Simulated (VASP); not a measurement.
Crystal: MnSb.

```
Sb Mn
1.0
     4.13000    0.00000    0.00000
    -2.06500    3.57668    0.00000
     0.00000    0.00000    5.80000
Sb Mn
2 2
Direct
  0.33333 0.66667 0.25000
  0.66667 0.33333 0.75000
  0.00000 0.00000 0.00000
  0.00000 0.00000 0.50000
```

Base run:

- Program: VASP 6.6.1
- Functional: PBE
- Potentials or basis: VASP PAW PBE potentials, release 64 (Sb, Mn_pv)
- Cutoff: 520 eV
- k mesh: 8 × 8 × 5
- Occupations: gaussian, width 0.05 eV
- Spin: collinear spin, typed start
- Starting moments: [0.0, 0.0, 4.5, -4.5] μB

Its results: band gap on the k mesh none (metal or under the smearing width); pressure -3.4 GPa; net moment 0.00 μB per cell; site moments Sb +0.00; Mn +3.32, -3.32 μB.

Question: The run is repeated on the same cell with these changes: moments at the start from [0.0, 0.0, 4.5, -4.5] to [0.0, 0.0, 4.5, 4.5]. What comes out?

Answer: Band gap on the k mesh none (metal or under the smearing width); pressure -2.7 GPa; net moment 6.71 μB per cell; site moments Sb -0.13; Mn +3.40 μB.
